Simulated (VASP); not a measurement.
# Fe (Iron-alpha): the relaxed cell at several levels, part 2 of 4

How close do the usual functionals, with and without dispersion, come to the cell of Fe (Iron-alpha)? LASPH is on for some levels and off for others; the table marks which. The start is a cell from a database of measured crystal structures.

VASP 6.6.1, plane waves and PAW; the level of theory is named at each step.

So far. Step 2 (Magnetic start: ferromagnetic): The run ends ferromagnetic with a largest moment of 2.21 μB, and the mesh shows no gap. Step 3 (Magnetic start: antiferromagnetic, q = (0, 0, 1/2)): The energy lies +196.4 meV an atom from the first pattern. The run ends antiferromagnetic with a largest moment of 1.85 μB, and the mesh shows no gap.

### Step 4. Magnetic start: antiferromagnetic, q = (1/2, 1/2, 1/2)

Level of this step: LDA, spin-polarised from an antiferromagnetic start; plane waves and PAW (Fe) (VASP).

Next, a pattern with opposite moments, which needs a doubled cell; q is given in the reciprocal vectors of the primitive cell.

Contents of INCAR:

```
SYSTEM = Fe
PREC = Accurate
ENCUT = 400
EDIFF = 1E-06
NELM = 100
ISMEAR = -1
SIGMA = 0.05
LREAL = .FALSE.
ALGO = Normal
GGA = CA
NBANDS = 15
ISPIN = 2
MAGMOM = 3 -3
LMAXMIX = 4
LORBIT = 11
LWAVE = .FALSE.
LCHARG = .FALSE.
KPAR = 4
ISIF = 2
```

Contents of POSCAR:

```
Fe
1.0
   -2.8665000000      2.8665000000      2.8665000000
    0.0000000000      0.0000000000      2.8665000000
    0.0000000000      2.8665000000      0.0000000000
Fe
2
Direct
    0.0000000000      0.0000000000      0.0000000000
    0.5000000000      0.0000000000      0.0000000000
```

Contents of KPOINTS:

```
Automatic mesh
0
Gamma
11 11 11
0 0 0
```

The projector-augmented-wave data sets are Fe (PBE family, release 64).

Started as:

```
$ mpirun -np 4 vasp_std
```

Output:

```text
[... set-up lines as in an earlier step ...]
 entering main loop
       N       E                     dE             d eps       ncg     rms          rms(c)
DAV:   1     0.653238346061E+02    0.65324E+02   -0.61822E+03  3520   0.112E+03
DAV:   2    -0.189453512337E+02   -0.84269E+02   -0.76416E+02  3367   0.224E+02
DAV:   3    -0.205715448853E+02   -0.16262E+01   -0.15533E+01  4088   0.443E+01
DAV:   4    -0.205822430007E+02   -0.10698E-01   -0.10695E-01  4102   0.308E+00
DAV:   5    -0.205823978738E+02   -0.15487E-03   -0.15487E-03  4214   0.373E-01    0.173E+01
DAV:   6    -0.178231891839E+02    0.27592E+01   -0.14012E+01  3486   0.769E+01    0.738E+00
DAV:   7    -0.175472462768E+02    0.27594E+00   -0.12962E+00  3591   0.227E+01    0.371E+00
DAV:   8    -0.175319943115E+02    0.15252E-01   -0.10545E-02  4508   0.168E+00    0.978E-01
DAV:   9    -0.175220217120E+02    0.99726E-02   -0.59453E-03  5764   0.182E+00    0.489E-01
DAV:  10    -0.175205753166E+02    0.14464E-02   -0.32148E-03  5569   0.150E+00    0.198E-01
DAV:  11    -0.175207162033E+02   -0.14089E-03   -0.42671E-04  5376   0.401E-01    0.136E-01
DAV:  12    -0.175207140902E+02    0.21131E-05   -0.62477E-05  5527   0.207E-01    0.364E-02
DAV:  13    -0.175207151331E+02   -0.10428E-05   -0.59085E-06  4249   0.270E-02    0.188E-02
DAV:  14    -0.175207160117E+02   -0.87866E-06   -0.87667E-07  1904   0.277E-02
   1 F= -.17520716E+02 E0= -.17495765E+02  d E =-.499012E-01  mag=     0.0000
```

It took 10 s on 4 MPI ranks of AMD EPYC 7R43, shared host; peak memory 0.43 GiB; 37 s of CPU time.

From OUTCAR (step 4):

```text
  LATTYP: Found a simple cubic cell.
 ALAT       =     2.8665000000

The static configuration has the point symmetry O_h .

 Found     56 irreducible k-points:

   k-points           NKPTS =     56   k-points in BZ     NKDIM =     56   number of bands    NBANDS=     15

   dimension x,y,z NGX =    32 NGY =   20 NGZ =   20
   dimension x,y,z NGXF=    64 NGYF=   40 NGZF=   40

   ENCUT  =  400.0 eV  29.40 Ry    5.42 a.u.   8.10  4.67  4.67*2*pi/ulx,y,z

   NELECT =      16.0000    total number of electrons

 E-fermi :   5.2359

 spin component 1
 k-point     1 :       0.0000    0.0000    0.0000
  band No.  band energies     occupation
    ...
      2       1.1807      1.00000
      3       1.1807      1.00000
      4       3.5828      1.00000
      5       3.5828      1.00000
      6       3.5828      1.00000
      7       5.2703      0.33448
      8       5.2703      0.33447
      9       6.2321      0.00000
     10       6.2321      0.00000
     11       6.2321      0.00000
    ...

 k-point     2 :       0.0909    0.0000    0.0000
  band No.  band energies     occupation
    ...
      3       1.2529      1.00000
      4       3.5749      1.00000
      5       3.5749      1.00000
      6       3.6251      1.00000
      7       5.1932      0.70148
      8       5.3004      0.21572
      9       6.0834      0.00000
     10       6.0834      0.00000
     11       6.1850      0.00000
     12      13.8113      0.00000
    ...

 k-point     3 :       0.1818    0.0000    0.0000
  band No.  band energies     occupation
    ...
      3       1.4631      1.00000
      4       3.5602      1.00000
      5       3.5602      1.00000
      6       3.7487      1.00000
      7       4.9691      0.99521
      8       5.3820      0.05112
      9       5.7105      0.00008
     10       5.7105      0.00008
     11       6.0501      0.00000
     12      11.7637      0.00000
    ...

 k-point     4 :       0.2727    0.0000    0.0000
  band No.  band energies     occupation
    ...
      3       1.7911      1.00000
      4       3.5567      1.00000
      5       3.5567      1.00000
      6       3.9366      1.00000
      7       4.6218      1.00000
      8       5.2591      0.38604
      9       5.2591      0.38603
     10       5.4901      0.00615
     11       5.8472      0.00000
     12       9.6804      0.00000
    ...

  Total       -4.5407848     -4.5407848     -4.5407848      0.0000000      0.0000000     -0.0000000
  in kB     -308.8770667   -308.8770667   -308.8770667      0.0000000      0.0000000     -0.0000000
  external PRESSURE =    -308.8770667 kB  Pullay stress =       0.0000000 kB

  energy-cutoff  :      400.00
  volume of cell :       23.55
      direct lattice vectors                 reciprocal lattice vectors
    -2.866500000  2.866500000  2.866500000    -0.348857492  0.000000000  0.000000000
     0.000000000  0.000000000  2.866500000     0.348857492  0.000000000  0.348857492
     0.000000000  2.866500000  0.000000000     0.348857492  0.348857492  0.000000000

 POSITION                                       TOTAL-FORCE (eV/Angst)
 -----------------------------------------------------------------------------------
      0.00000      0.00000      0.00000        -0.000000      0.000000     -0.000000
     -1.43325      1.43325      1.43325         0.000000     -0.000000      0.000000
 -----------------------------------------------------------------------------------
    total drift:                               -0.000000     -0.000000      0.000000

  FREE ENERGIE OF THE ION-ELECTRON SYSTEM (eV)
  ---------------------------------------------------
  free  energy   TOTEN  =       -17.5207160117 eV

  energy  without entropy=      -17.4708148394  energy(sigma->0) =      -17.49576543

 total charge
# of ion       s       p       d       tot
------------------------------------------
    1        0.473   0.498   6.243   7.214
    2        0.473   0.498   6.243   7.214
--------------------------------------------------
tot          0.946   0.996  12.487  14.428

 magnetization (x)
# of ion       s       p       d       tot
------------------------------------------
    1        0.013   0.019   1.276   1.308
    2       -0.013  -0.019  -1.276  -1.308
--------------------------------------------------
tot          0.000   0.000   0.000   0.000

[... 1 part as in an earlier step ...]

[... 6 further parts left out ...]
```

At this level the cell is under a tension of 30.9 GPa, so at these settings it is away from equilibrium.

Numbers from this step:

```
SCF cycles              : 14
irreducible k-points    : 56
symmetry operations     : 48
free energy (TOTEN)     : -17.52 eV
energy at zero smearing : -17.50 eV
Fermi energy            : 5.236 eV
pressure                : -30.89 GPa
```

Spin moment in the PAW sphere by atom:

```tsv
atom	spin moment in the PAW sphere (μB)
Fe1	1.31
Fe2	-1.31
```

The energy lies +375.9 meV an atom from the first pattern. The run ends antiferromagnetic with a largest moment of 1.31 μB, and the mesh shows no gap.

### Step 5. The orders side by side

This step: collinear orders at LDA; plane waves and PAW (VASP 6.6.1).

This step runs nothing: it gathers the runs above.

Patterns, by row:

```tsv
start	atoms	energy less that of the first (meV/atom)	largest site moment (μB)	end state
ferromagnetic	1	0	2.21	ferromagnetic
antiferromagnetic, q = (0, 0, 1/2)	2	196.4	1.85	antiferromagnetic
antiferromagnetic, q = (1/2, 1/2, 1/2)	2	375.9	1.31	antiferromagnetic
```

The session goes on in the lowest magnetic state found: ferromagnetic. So wide a spread can hold unlike occupations of d or f shells as well as the order. The patterns fill cells of other size, so they are sampled unlike, which blurs small differences between them. The next one lies 196.4 meV an atom higher.

### Step 6. Relaxation with LDA

This step: LDA, spin-polarised from a ferromagnetic start (one magnetic atom a cell); plane waves and PAW (Fe) (VASP 6.6.1).

System of this step: Fe (Iron-alpha). Symmetry: Im-3m, No. 229, cubic system. Conventional cell: a = 2.866 Å, b = 2.866 Å, c = 2.866 Å, α = 90.00°, β = 90.00°, γ = 90.00°. Nearest to Fe lie 8 Fe at 2.48 Å.

The start need not lie at this functional's minimum. ISIF = 3 frees volume, shape and positions, and EDIFFG sets the threshold on forces and stress at which the search stops.

Contents of INCAR:

```
SYSTEM = Fe
PREC = Accurate
ENCUT = 520
EDIFF = 1E-06
NELM = 100
ISMEAR = -1
SIGMA = 0.05
LREAL = .FALSE.
ALGO = Normal
GGA = CA
NBANDS = 12
ISPIN = 2
MAGMOM = 2.21
LMAXMIX = 4
LORBIT = 11
LWAVE = .FALSE.
LCHARG = .FALSE.
KPAR = 4
IBRION = 2
NSW = 60
ISIF = 3
EDIFFG = -0.01
```

Contents of POSCAR:

```
Fe
1.0
   -1.4332500000      1.4332500000      1.4332500000
    1.4332500000     -1.4332500000      1.4332500000
    1.4332500000      1.4332500000     -1.4332500000
Fe
1
Direct
    0.0000000000      0.0000000000      0.0000000000
```

KPOINTS is that of step 4.

Started as:

```
$ mpirun -np 4 vasp_std
```

Output:

```text
[banner, memory and clock lines left out]
running    4 mpi-ranks, on    1 nodes
 distrk:  each k-point on    1 cores,    4 groups
 distr:  one band on    1 cores,    1 groups

 POSCAR found type information on POSCAR Fe
 POSCAR found :  1 types and       1 ions
 [... a notice as in an earlier step ...]

 LDA part: xc-table for (Slater(with rela. corr.)+CA(PZ))
 , standard interpolation
 POSCAR, INCAR and KPOINTS ok, starting setup
 FFT: planning ... GRIDC
 FFT: planning ... GRID_SOFT
 FFT: planning ... GRID
 WAVECAR not read
 entering main loop
       N       E                     dE             d eps       ncg     rms          rms(c)
DAV:   1     0.196145868831E+02    0.19615E+02   -0.39680E+03  2832   0.820E+02
DAV:   2    -0.972667629953E+01   -0.29341E+02   -0.27257E+02  2768   0.133E+02
DAV:   3    -0.105178392496E+02   -0.79116E+00   -0.78598E+00  3104   0.248E+01
DAV:   4    -0.105208755108E+02   -0.30363E-02   -0.30359E-02  2976   0.137E+00
DAV:   5    -0.105208934906E+02   -0.17980E-04   -0.17980E-04  3108   0.109E-01    0.118E+01
DAV:   6    -0.926334208654E+01    0.12576E+01   -0.13819E+01  3040   0.486E+01    0.605E+00
DAV:   7    -0.913487745108E+01    0.12846E+00   -0.11437E+00  3104   0.134E+01    0.319E+00
DAV:   8    -0.913323313419E+01    0.16443E-02   -0.66825E-03  3408   0.582E-01    0.130E+00
DAV:   9    -0.912426079247E+01    0.89723E-02   -0.75520E-03  3568   0.704E-01    0.660E-01
DAV:  10    -0.912327630764E+01    0.98448E-03   -0.69005E-05  3704   0.811E-02    0.798E-01
DAV:  11    -0.912582942599E+01   -0.25531E-02   -0.23419E-03  3468   0.485E-01    0.368E-02
DAV:  12    -0.912582969151E+01   -0.26552E-06   -0.15418E-05  3172   0.393E-02    0.202E-02
DAV:  13    -0.912582922846E+01    0.46305E-06   -0.11671E-06  1804   0.116E-02
   1 F= -.91258292E+01 E0= -.91219579E+01  d E =-.912583E+01  mag=     2.2371
 curvature:   0.00 expect dE= 0.000E+00 dE for cont linesearch  0.000E+00
 trial: gam= 0.00000 g(F)=  0.141E-61 g(S)=  0.369E+00 ort = 0.000E+00 (trialstep = 0.100E+01)
 search vector abs. value=  0.369E+00
 bond charge predicted
       N       E                     dE             d eps       ncg     rms          rms(c)
DAV:   1    -0.130356141373E+02   -0.39098E+01   -0.72104E+01  3012   0.118E+02    0.225E+01
DAV:   2    -0.930051329572E+01    0.37351E+01   -0.18385E+01  3020   0.627E+01    0.116E+01
DAV:   3    -0.919332048900E+01    0.10719E+00   -0.24926E-01  3064   0.721E+00    0.604E+00
DAV:   4    -0.915175330888E+01    0.41567E-01   -0.10645E-02  3140   0.838E-01    0.169E+00
DAV:   5    -0.911795018014E+01    0.33803E-01   -0.39681E-02  3056   0.150E+00    0.233E-01
DAV:   6    -0.911806125869E+01   -0.11108E-03   -0.92710E-04  3212   0.349E-01    0.117E-01
DAV:   7    -0.911817270948E+01   -0.11145E-03   -0.11394E-04  3148   0.150E-01    0.618E-02
DAV:   8    -0.911819605750E+01   -0.23348E-04   -0.22352E-05  3192   0.514E-02    0.284E-02
DAV:   9    -0.911819076012E+01    0.52974E-05   -0.40109E-06  2084   0.153E-02    0.458E-03
DAV:  10    -0.911819085987E+01   -0.99749E-07   -0.14269E-07  1404   0.372E-03
   2 F= -.91181909E+01 E0= -.91137755E+01  d E =0.763837E-02  mag=     1.6348
[...]
3 F= -.92305588E+01 E0= -.92251245E+01  d E =-.104730E+00  mag=     1.8752
[...]
4 F= -.92308811E+01 E0= -.92255784E+01  d E =-.105052E+00  mag=     1.8659
[...]
5 F= -.92308886E+01 E0= -.92256470E+01  d E =-.105059E+00  mag=     1.8614
[...]
6 F= -.92308882E+01 E0= -.92255935E+01  d E =0.406960E-06  mag=     1.8654
 trial-energy change:    0.000000  1 .order    0.000000   -0.000040    0.000040
 step:   0.4507(harm=  0.4507)  dis= 0.00000  next Energy=    -9.230898 (dE=-0.982E-05)
 bond charge predicted
       N       E                     dE             d eps       ncg     rms          rms(c)
DAV:   1    -0.923100287501E+01   -0.11469E-03   -0.18119E-03  2956   0.656E-01    0.970E-02
DAV:   2    -0.923091124076E+01    0.91634E-04   -0.86246E-04  3016   0.368E-01    0.735E-02
DAV:   3    -0.923090113605E+01    0.10105E-04   -0.52937E-05  3096   0.975E-02    0.304E-02
DAV:   4    -0.923090007750E+01    0.10586E-05   -0.33633E-07  1824   0.828E-03    0.690E-03
DAV:   5    -0.923089912345E+01    0.95405E-06   -0.97979E-07  1612   0.721E-03
   7 F= -.92308991E+01 E0= -.92256314E+01  d E =-.104955E-04  mag=     1.8633
 curvature:  -0.23 expect dE=-0.103E-06 dE for cont linesearch -0.103E-06
 trial: gam= 0.00000 g(F)=  0.000E+00 g(S)=  0.459E-06 ort =-0.447E-05 (trialstep = 0.819E+00)
 search vector abs. value=  0.459E-06
 reached required accuracy - stopping structural energy minimisation
```

Wall time 16 s (4 MPI ranks); peak memory 0.4 GiB.

From OUTCAR (step 6):

```text
   ENCUT  =  520.0 eV  38.22 Ry    6.18 a.u.   4.62  4.62  4.62*2*pi/ulx,y,z

   NELECT =       8.0000    total number of electrons

 E-fermi :   6.5528

 spin component 1
 k-point     1 :       0.0000    0.0000    0.0000
  band No.  band energies     occupation
    ...
      2       4.0695      1.00000
      3       4.0695      1.00000
      4       4.0695      1.00000
      5       5.6208      1.00000
      6       5.6208      1.00000
      7      32.3225      0.00000
      8      32.3225      0.00000
      9      32.3225      0.00000
     10      38.0908      0.00000
     11      38.0908      0.00000
    ...

 k-point     2 :       0.0909    0.0000    0.0000
  band No.  band energies     occupation
    ...
      2       3.9598      1.00000
      3       4.0553      1.00000
      4       4.2823      1.00000
      5       5.5155      1.00000
      6       5.6300      1.00000
      7      30.4011      0.00000
      8      31.8332      0.00000
      9      32.1835      0.00000
     10      37.2497      0.00000
     11      37.8098      0.00000
    ...

  Total       -0.0017810     -0.0017810     -0.0017810      0.0000000     -0.0000000     -0.0000000
  in kB       -0.2757667     -0.2757667     -0.2757667      0.0000000     -0.0000000     -0.0000000
  external PRESSURE =      -0.2757667 kB  Pullay stress =       0.0000000 kB

 POSITION                                       TOTAL-FORCE (eV/Angst)
 -----------------------------------------------------------------------------------
     -0.00000      0.00000      0.00000         0.000000      0.000000      0.000000
 -----------------------------------------------------------------------------------
    total drift:                                0.000000     -0.000000      0.000000

  FREE ENERGIE OF THE ION-ELECTRON SYSTEM (eV)
  ---------------------------------------------------
  free  energy   TOTEN  =        -9.2308991234 eV

  energy  without entropy=       -9.2203635858  energy(sigma->0) =       -9.22563135

 reached required accuracy - stopping structural energy minimisation

 magnetization (x)
# of ion       s       p       d       tot
------------------------------------------
    1       -0.010  -0.035   1.879   1.834

[... 5 parts as in an earlier step ...]

[... 16 further parts left out ...]
```

CONTCAR:

```
Fe
   1.00000000000000
    -1.3727465709756554    1.3727465709756554    1.3727465709756554
     1.3727465709756554   -1.3727465709756554    1.3727465709756554
     1.3727465709756554    1.3727465709756554   -1.3727465709756554
  Fe
     1
Direct
     0.0000000000000000    0.0000000000000000    0.0000000000000000
```

The magnetic order is the lowest of the few collinear ones that converged above; longer or canted patterns were not tried. After so large a change of volume the plane waves of the start cell no longer fit, so the final stress carries a basis-set error. The run keeps the 48 symmetry operations of its start, so it cannot find a distortion of lower symmetry.

Step by step:

```tsv
step	energy less that of the first step (eV)	largest force (eV/Å)	pressure (GPa)	volume (Å³)
1	0.0000	0.0000	-21.72	11.78
2	0.0076	0.0000	36.56	9.26
3	-0.1047	0.0000	-1.47	10.41
4	-0.1051	0.0000	-0.41	10.36
5	-0.1051	0.0000	0.27	10.34
6	-0.1051	0.0000	-0.27	10.36
7	-0.1051	0.0000	-0.03	10.35
```

```tsv
conventional cell, symmetrised	before	after	change
a (Å)	2.866	2.745	-4.2 %
b (Å)	2.866	2.745	-4.2 %
c (Å)	2.866	2.745	-4.2 %
volume (Å³/atom)	11.78	10.35	-12.1 %
```

The relaxed structure:

```cif
data_structure
_symmetry_space_group_name_H-M 'P 1'
_symmetry_Int_Tables_number 1
_cell_length_a 2.3777
_cell_length_b 2.3777
_cell_length_c 2.3777
_cell_angle_alpha 109.471
_cell_angle_beta 109.471
_cell_angle_gamma 109.471
_cell_volume 10.35
loop_
_atom_site_label
_atom_site_type_symbol
_atom_site_fract_x
_atom_site_fract_y
_atom_site_fract_z
_atom_site_occupancy
Fe1 Fe 0.00000 0.00000 0.00000 1
```

This step gave:

* electrons: 8
* bands: 12
* free energy (TOTEN): -9.231 eV
* energy at zero smearing: -9.226 eV
* Fermi energy: 6.553 eV
* pressure: -0.02758 GPa
* moment of the cell, from the last line of the log: 1.863 μB
* SCF cycles over all ionic steps: 54

Spin moment in the PAW sphere by atom:

```tsv
atom	spin moment in the PAW sphere (μB)
Fe1	1.83
```

It ends with forces that vanish by symmetry and a pressure of -0.03 GPa. The volume lies -12.1 % from that of the database's start, part of which can be the thermal and zero-point expansion of its experiment. That is more than most functionals err by. The conventional cell has a = 2.745 Å. The largest moment is 1.83 μB.

[end of part 2 of 4]

[Lines on the potential files, build, host, timing and source positions are cut from VASP's logs without a mark.]

[Logs are printed without paths, hosts, clocks, repeated set-up lines and the standing remarks that a program may print on its own settings, such as how far it seeks lower states.]

[Hosts, paths, dates, database ids (printed as entryN), source tags and the programs' standing remarks are cut or masked in the printed files.]

[A measured line is paired with the nearest computed mode of its activity, which favours agreement.]

[In band tables of VASP the shares of atoms and orbitals are scaled to a sum of 1 inside the atoms' spheres.]
